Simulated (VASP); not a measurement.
Level of theory: PBE GGA, VASP's PBE PAW potentials (set 64) (plane waves; VASP).

A VASP calculation is set up with these files.

INCAR:
```
! general
SYSTEM  =WSe2
PREC    =Accurate
ENCUT   =400   ! plane-wave cut-off (eV)
LREAL   =F   ! projection in real space or not
LASPH   =T

! electronic loop
EDIFF   =1E-8   ! SCF stop (eV)
NELM    =100   ! most electronic steps
ALGO    =Normal
LMAXMIX =6   ! l cut-off of mixed one-centre charges

! smearing
ISMEAR  =0
SIGMA   =0.01   ! width (eV)

! functional
GGA     =PE   ! PBE

! ions
IBRION  =8
NSW     =1   ! most ionic steps

! output
LWAVE   =F
LCHARG  =F

! other
LEPSILON=T
```

### KPOINTS
```
Automatic mesh
0
Gamma
9 9 2
0 0 0
```

POSCAR:
```
WSe2
1
    1.6619613766    -2.8786012076     0.0000000000
    1.6619613766     2.8786012076     0.0000000000
    0.0000000000     0.0000000000    14.7573910733
W Se
2 4
Direct
  0.3333330000   0.6666670000   0.2500000000
  0.6666670000   0.3333330000   0.7500000000
  0.3333330000   0.6666670000   0.8637913634
  0.6666670000   0.3333330000   0.3637913634
  0.6666670000   0.3333330000   0.1362086366
  0.3333330000   0.6666670000   0.6362086366
```

POTCAR, in this order: W_sv Se (PBE.64 set). Program: vasp_std.

The run wrote:

OUTCAR:
```
 ion  position               nearest neighbor table
   1  0.333  0.667  0.250-   4 2.55   5 2.55   4 2.55   5 2.55   4 2.55   5 2.55
   2  0.667  0.333  0.750-   3 2.55   6 2.55   3 2.55   6 2.55   3 2.55   6 2.55
   3  0.333  0.667  0.864-   2 2.55   2 2.55   2 2.55
   4  0.667  0.333  0.364-   1 2.55   1 2.55   1 2.55
   5  0.667  0.333  0.136-   1 2.55   1 2.55   1 2.55
   6  0.333  0.667  0.636-   2 2.55   2 2.55   2 2.55
  LATTYP: Found a hexagonal cell.
 ALAT       =     3.3239224614
 C/A-ratio  =     4.4397519029
 Subroutine PRICEL returns:
 Original cell was already a primitive cell.
 Subroutine GETGRP returns: Found 24 space group operations
The static configuration has the point symmetry D_3d.
 The point group associated with its full space group is D_6h.
The dynamic configuration has the point symmetry D_3d.
 Subroutine INISYM returns: Found 24 space group operations
 Subroutine IBZKPT returns following result:
 Found     24 irreducible k-points:

 Following reciprocal coordinates:
            Coordinates               Weight
  0.000000  0.000000  0.000000      1.000000
  0.111111  0.000000  0.000000      6.000000
  0.222222  0.000000  0.000000      6.000000
  0.333333  0.000000  0.000000      6.000000
  0.444444  0.000000  0.000000      6.000000
  0.111111  0.111111  0.000000      6.000000
  0.222222  0.111111  0.000000     12.000000
  0.333333  0.111111  0.000000     12.000000
  0.444444  0.111111  0.000000      6.000000
  0.222222  0.222222  0.000000      6.000000
  0.333333  0.222222  0.000000     12.000000
  0.333333  0.333333  0.000000      2.000000
  0.000000  0.000000  0.500000      1.000000
  0.111111  0.000000  0.500000      6.000000
  0.222222  0.000000  0.500000      6.000000
  0.333333  0.000000  0.500000      6.000000
  0.444444  0.000000  0.500000      6.000000
  0.111111  0.111111  0.500000      6.000000
...
```

OSZICAR:
```
...
       N       E                     dE             d eps       ncg     rms          rms(c)
RMM:   1    -0.721250595588E-01   -0.72125E-01    0.44951E-02 11773   0.107E+00
RMM:   2    -0.708796890765E-01    0.12454E-02   -0.55908E-03  8883   0.242E-01    0.106E-01
RMM:   3    -0.710691767661E-01   -0.18949E-03   -0.65621E-04  9913   0.626E-02    0.635E-02
RMM:   4    -0.712777530540E-01   -0.20858E-03   -0.82735E-05  9567   0.385E-02    0.618E-03
RMM:   5    -0.712615411211E-01    0.16212E-04   -0.59294E-06 10201   0.963E-03    0.413E-03
RMM:   6    -0.712455595451E-01    0.15982E-04    0.91644E-07  9882   0.410E-03    0.755E-04
RMM:   7    -0.712458046506E-01   -0.24511E-06   -0.79566E-07 10572   0.123E-03    0.336E-04
RMM:   8    -0.712466337295E-01   -0.82908E-06    0.58105E-07 10587   0.527E-04    0.178E-04
RMM:   9    -0.712472433958E-01   -0.60967E-06    0.86079E-07 10303   0.305E-04    0.373E-05
RMM:  10    -0.712471981575E-01    0.45238E-07    0.11191E-06 11149   0.192E-04    0.177E-05
RMM:  11    -0.712472068862E-01   -0.87286E-08    0.97812E-07 11512   0.160E-04    0.738E-06
RMM:  12    -0.712472046397E-01    0.22464E-08    0.10580E-06 11872   0.145E-04    0.335E-06
RMM:  13    -0.712472111901E-01   -0.65504E-08    0.10698E-06 11681   0.141E-04    0.363E-06
RMM:  14    -0.712472163203E-01   -0.51301E-08    0.10010E-06 11459   0.141E-04    0.153E-06
RMM:  15    -0.712472099719E-01    0.63484E-08    0.11239E-06 11074   0.140E-04    0.250E-06
RMM:  16    -0.712472119797E-01   -0.20077E-08    0.11045E-06 10988   0.140E-04    0.133E-06
RMM:  17    -0.712472115572E-01    0.42247E-09    0.10738E-06 10924   0.140E-04    0.197E-06
RMM:  18    -0.712472121897E-01   -0.63252E-09    0.10937E-06 10969   0.140E-04    0.126E-06
RMM:  19    -0.712472109526E-01    0.12371E-08    0.10278E-06 10959   0.140E-04    0.180E-06
RMM:  20    -0.712472134938E-01   -0.25412E-08    0.10484E-06 10981   0.140E-04    0.118E-06
RMM:  21    -0.712472109052E-01    0.25886E-08    0.10286E-06 10986   0.140E-04    0.171E-06
RMM:  22    -0.712472127532E-01   -0.18480E-08    0.10691E-06 11027   0.140E-04    0.114E-06
RMM:  23    -0.712472117794E-01    0.97387E-09    0.10002E-06 11064   0.140E-04    0.162E-06
RMM:  24    -0.712472131816E-01   -0.14022E-08    0.10484E-06 11071   0.140E-04    0.106E-06
RMM:  25    -0.712472113583E-01    0.18233E-08    0.99518E-07 11082   0.140E-04    0.156E-06
RMM:  26    -0.712472124070E-01   -0.10487E-08    0.10570E-06 11121   0.140E-04    0.102E-06
RMM:  27    -0.712472111823E-01    0.12247E-08    0.96880E-07 11124   0.140E-04    0.152E-06
RMM:  28    -0.712472125607E-01   -0.13784E-08    0.10410E-06 11148   0.140E-04    0.983E-07
RMM:  29    -0.712472116935E-01    0.86718E-09    0.93593E-07 11169   0.141E-04    0.149E-06
RMM:  30    -0.712472129039E-01   -0.12104E-08    0.10421E-06 11173   0.141E-04    0.966E-07
RMM:  31    -0.712472118105E-01    0.10934E-08    0.96792E-07 11185   0.140E-04    0.143E-06
RMM:  32    -0.712472129113E-01   -0.11008E-08    0.10185E-06 11203   0.140E-04    0.964E-07
RMM:  33    -0.712472119400E-01    0.97126E-09    0.95845E-07 11226   0.140E-04    0.143E-06
RMM:  34    -0.712472134165E-01   -0.14764E-08    0.10111E-06 11237   0.141E-04    0.935E-07
RMM:  35    -0.712472124369E-01    0.97961E-09    0.95032E-07 11260   0.140E-04    0.140E-06
RMM:  36    -0.712472131759E-01   -0.73902E-09    0.10139E-06 11268   0.141E-04    0.931E-07
RMM:  37    -0.712472113491E-01    0.18268E-08    0.93552E-07 11279   0.141E-04    0.136E-06
RMM:  38    -0.712472127650E-01   -0.14159E-08    0.10113E-06 11278   0.141E-04    0.936E-07
RMM:  39    -0.712472116743E-01    0.10907E-08    0.92917E-07 11288   0.141E-04    0.135E-06
RMM:  40    -0.712472129865E-01   -0.13122E-08    0.10202E-06 11304   0.141E-04    0.938E-07
RMM:  41    -0.712472118268E-01    0.11597E-08    0.92862E-07 11308   0.141E-04    0.134E-06
RMM:  42    -0.712472128113E-01   -0.98455E-09    0.99663E-07 11307   0.141E-04    0.939E-07
RMM:  43    -0.712472118859E-01    0.92542E-09    0.95344E-07 11316   0.141E-04    0.133E-06
RMM:  44    -0.712472131873E-01   -0.13013E-08    0.10014E-06 11319   0.141E-04    0.940E-07
RMM:  45    -0.712472121550E-01    0.10322E-08    0.93522E-07 11322   0.141E-04    0.132E-06
RMM:  46    -0.712472134473E-01   -0.12923E-08    0.97794E-07 11327   0.141E-04    0.939E-07
RMM:  47    -0.712472124994E-01    0.94792E-09    0.89602E-07 11319   0.141E-04    0.130E-06
RMM:  48    -0.712472132227E-01   -0.72333E-09    0.99097E-07 11315   0.141E-04    0.950E-07
RMM:  49    -0.712472118362E-01    0.13865E-08    0.90766E-07 11333   0.141E-04    0.128E-06
RMM:  50    -0.712472129074E-01   -0.10712E-08    0.10040E-06 11326   0.141E-04    0.935E-07
RMM:  51    -0.712472118454E-01    0.10620E-08    0.89996E-07 11337   0.141E-04    0.126E-06
RMM:  52    -0.712472130897E-01   -0.12443E-08    0.98813E-07 11333   0.141E-04    0.948E-07
RMM:  53    -0.712472118596E-01    0.12302E-08    0.92465E-07 11326   0.141E-04    0.127E-06
RMM:  54    -0.712472130621E-01   -0.12025E-08    0.96950E-07 11332   0.141E-04    0.940E-07
RMM:  55    -0.712472119875E-01    0.10746E-08    0.92567E-07 11336   0.141E-04    0.125E-06
RMM:  56    -0.712472132016E-01   -0.12141E-08    0.97216E-07 11340   0.141E-04    0.941E-07
RMM:  57    -0.712472121482E-01    0.10534E-08    0.90187E-07 11338   0.141E-04    0.123E-06
RMM:  58    -0.712472133959E-01   -0.12477E-08    0.94118E-07 11345   0.141E-04    0.945E-07
RMM:  59    -0.712472126404E-01    0.75542E-09    0.88050E-07 11340   0.141E-04    0.124E-06
RMM:  60    -0.712472130166E-01   -0.37621E-09    0.97314E-07 11332   0.141E-04    0.924E-07
RMM:  61    -0.712472115141E-01    0.15026E-08    0.89973E-07 11336   0.141E-04    0.123E-06
RMM:  62    -0.712472127945E-01   -0.12805E-08    0.97943E-07 11337   0.141E-04    0.928E-07
RMM:  63    -0.712472117364E-01    0.10581E-08    0.90388E-07 11360   0.141E-04    0.119E-06
RMM:  64    -0.712472131314E-01   -0.13950E-08    0.97415E-07 11380   0.141E-04    0.932E-07
RMM:  65    -0.712472118116E-01    0.13198E-08    0.91425E-07 11397   0.141E-04    0.115E-06
RMM:  66    -0.712472131070E-01   -0.12954E-08    0.95675E-07 11385   0.141E-04    0.935E-07
RMM:  67    -0.712472118894E-01    0.12176E-08    0.91443E-07 11377   0.141E-04    0.112E-06
 Linear response progress:
  Degree of freedom:   4/  4
       N       E                     dE             d eps       ncg     rms          rms(c)
RMM:   1    -0.125515742529E+00   -0.12552E+00    0.62493E-02  3382   0.122E+00
RMM:   2    -0.121543994210E+00    0.39717E-02   -0.67264E-03  2558   0.285E-01    0.256E-01
RMM:   3    -0.121493773086E+00    0.50221E-04   -0.10839E-03  2682   0.100E-01    0.184E-01
RMM:   4    -0.121546188293E+00   -0.52415E-04   -0.16975E-04  2807   0.537E-02    0.187E-02
RMM:   5    -0.121567883957E+00   -0.21696E-04   -0.65353E-05  2769   0.221E-02    0.727E-03
RMM:   6    -0.121568771946E+00   -0.88799E-06   -0.18259E-05  2810   0.977E-03    0.370E-03
RMM:   7    -0.121569685980E+00   -0.91403E-06    0.59706E-07  2766   0.369E-03    0.214E-03
RMM:   8    -0.121573735173E+00   -0.40492E-05    0.12454E-05  2896   0.241E-03    0.661E-04
RMM:   9    -0.121576556032E+00   -0.28209E-05   -0.18474E-06  2841   0.122E-03    0.308E-04
RMM:  10    -0.121577994981E+00   -0.14389E-05    0.19135E-07  2793   0.617E-04    0.171E-04
RMM:  11    -0.121579706103E+00   -0.17111E-05    0.67301E-07  2768   0.419E-04    0.103E-04
RMM:  12    -0.121580197102E+00   -0.49100E-06   -0.18747E-07  2996   0.232E-04    0.556E-05
RMM:  13    -0.121580321335E+00   -0.12423E-06    0.32207E-07  2824   0.171E-04    0.183E-05
RMM:  14    -0.121580317329E+00    0.40056E-08   -0.18615E-07  3068   0.134E-04    0.115E-05
RMM:  15    -0.121580312630E+00    0.46996E-08    0.13486E-07  2973   0.126E-04    0.868E-06
RMM:  16    -0.121580293507E+00    0.19122E-07    0.83380E-08  3086   0.118E-04    0.241E-06
RMM:  17    -0.121580289062E+00    0.44447E-08    0.42203E-07  3135   0.115E-04    0.207E-06
RMM:  18    -0.121580289492E+00   -0.42993E-09    0.12406E-08  2685   0.114E-04    0.158E-06
 Linear response finished
```

### OUTCAR
```
------------------------ aborting loop because EDIFF is reached ----------------------------------------

 HEAD OF MICROSCOPIC STATIC DIELECTRIC TENSOR (INDEPENDENT PARTICLE, excluding Hartree and local field effects)
 ------------------------------------------------------
          14.237170     0.000000     0.000000
           0.000000    14.237167    -0.000000
           0.000000    -0.000000     8.249161
 ------------------------------------------------------

 MACROSCOPIC STATIC DIELECTRIC TENSOR (including local field effects in DFT)
 ------------------------------------------------------
          13.695325     0.000000     0.000000
          -0.000000    13.695322     0.000000
          -0.000000     0.000000     4.310210
 ------------------------------------------------------

 PIEZOELECTRIC TENSOR (including local field effects)  for field in x, y, z        (e  Angst)
          XX          YY          ZZ          XY          YZ          ZX
  --------------------------------------------------------------------------------
  x     0.00000     0.00000     0.00000     0.00000     0.00000     0.00000
  y     0.00000     0.00000     0.00000     0.00000     0.00000     0.00000
  z     0.00000     0.00000     0.00000     0.00000     0.00000     0.00000

 PIEZOELECTRIC TENSOR (including local field effects)  for field in x, y, z        (C/m^2)
          XX          YY          ZZ          XY          YZ          ZX
  --------------------------------------------------------------------------------
  x     0.00000     0.00000     0.00000     0.00000     0.00000     0.00000
  y     0.00000     0.00000     0.00000     0.00000     0.00000     0.00000
  z     0.00000     0.00000     0.00000     0.00000     0.00000     0.00000

 BORN EFFECTIVE CHARGES (including local field effects) (in |e|, cummulative output)
 ---------------------------------------------------------------------------------
 ion    1
    1    -1.17768     0.00000    -0.00000
    2     0.00000    -1.17768     0.00000
    3     0.00000     0.00000    -0.38770
 ion    2
    1    -1.17768     0.00000    -0.00000
    2     0.00000    -1.17768     0.00000
    3    -0.00000     0.00000    -0.38770
 ion    3
    1     0.58884     0.00000     0.00000
    2     0.00000     0.58884     0.00000
    3     0.00000     0.00000     0.19385
 ion    4
    1     0.58884     0.00000     0.00000
    2     0.00000     0.58884    -0.00000
    3     0.00000     0.00000     0.19385
 ion    5
    1     0.58884     0.00000     0.00000
    2     0.00000     0.58884     0.00000
    3     0.00000    -0.00000     0.19385
 ion    6
    1     0.58884     0.00000     0.00000
    2     0.00000     0.58884     0.00000
    3     0.00000     0.00000     0.19385

   1 f  =    8.944607 THz    56.200625 2PiTHz  298.359981 cm-1    36.991906 meV
             X         Y         Z           dx          dy          dz
      1.661961  0.959536  3.689348    -0.000000   -0.000000    0.480531
      1.661961 -0.959536 11.068043    -0.000000   -0.000000   -0.480531
      1.661961  0.959536 12.747307     0.000000    0.000000    0.366804
      1.661961 -0.959536  5.368611     0.000000    0.000000   -0.366804
      1.661961 -0.959536  2.010084     0.000000    0.000000   -0.366804
      1.661961  0.959536  9.388780     0.000000    0.000000    0.366804

   2 f  =    8.929495 THz    56.105675 2PiTHz  297.855907 cm-1    36.929409 meV
             X         Y         Z           dx          dy          dz
      1.661961  0.959536  3.689348    -0.000000   -0.000000    0.480772
      1.661961 -0.959536 11.068043     0.000000    0.000000    0.480772
      1.661961  0.959536 12.747307    -0.000000   -0.000000   -0.366646
      1.661961 -0.959536  5.368611     0.000000    0.000000   -0.366646
      1.661961 -0.959536  2.010084     0.000000    0.000000   -0.366646
      1.661961  0.959536  9.388780    -0.000000   -0.000000   -0.366646

   3 f  =    7.275717 THz    45.714679 2PiTHz  242.691803 cm-1    30.089935 meV
             X         Y         Z           dx          dy          dz
      1.661961  0.959536  3.689348    -0.000000   -0.000000    0.000000
      1.661961 -0.959536 11.068043     0.000000    0.000000   -0.000000
      1.661961  0.959536 12.747307    -0.000000   -0.000000   -0.500000
      1.661961 -0.959536  5.368611     0.000000    0.000000    0.500000
      1.661961 -0.959536  2.010084     0.000000    0.000000   -0.500000
      1.661961  0.959536  9.388780    -0.000000   -0.000000    0.500000

   4 f  =    7.245484 THz    45.524720 2PiTHz  241.683339 cm-1    29.964902 meV
             X         Y         Z           dx          dy          dz
      1.661961  0.959536  3.689348     0.000000    0.000000    0.000000
      1.661961 -0.959536 11.068043     0.000000    0.000000   -0.000000
      1.661961  0.959536 12.747307    -0.000000   -0.000000   -0.500000
      1.661961 -0.959536  5.368611    -0.000000   -0.000000   -0.500000
      1.661961 -0.959536  2.010084    -0.000000   -0.000000    0.500000
      1.661961  0.959536  9.388780    -0.000000   -0.000000    0.500000

   5 f  =    7.138474 THz    44.852352 2PiTHz  238.113846 cm-1    29.522341 meV
             X         Y         Z           dx          dy          dz
      1.661961  0.959536  3.689348     0.480431   -0.000000    0.000000
      1.661961 -0.959536 11.068043    -0.480431    0.000000    0.000000
      1.661961  0.959536 12.747307     0.366869   -0.000000   -0.000000
      1.661961 -0.959536  5.368611    -0.366869    0.000000    0.000000
      1.661961 -0.959536  2.010084    -0.366869    0.000000   -0.000000
      1.661961  0.959536  9.388780     0.366869   -0.000000    0.000000

   6 f  =    7.138473 THz    44.852347 2PiTHz  238.113818 cm-1    29.522338 meV
             X         Y         Z           dx          dy          dz
      1.661961  0.959536  3.689348     0.000000    0.480431   -0.000000
      1.661961 -0.959536 11.068043    -0.000000   -0.480431    0.000000
      1.661961  0.959536 12.747307     0.000000    0.366869   -0.000000
      1.661961 -0.959536  5.368611    -0.000000   -0.366869    0.000000
      1.661961 -0.959536  2.010084    -0.000000   -0.366869   -0.000000
      1.661961  0.959536  9.388780     0.000000    0.366869    0.000000
...
```
(Selected blocks of OUTCAR.)

The dielectric response may not be converged in the k-mesh; for small gaps it tends to come out too large. Without a dispersion term in the relaxation, distances and binding between the weakly bound layers, chains or molecules are unreliable, and so is what depends on them.

The compound is WSe2 in the 2H layered structure. It was relaxed first, which changed the volume by +17 %.
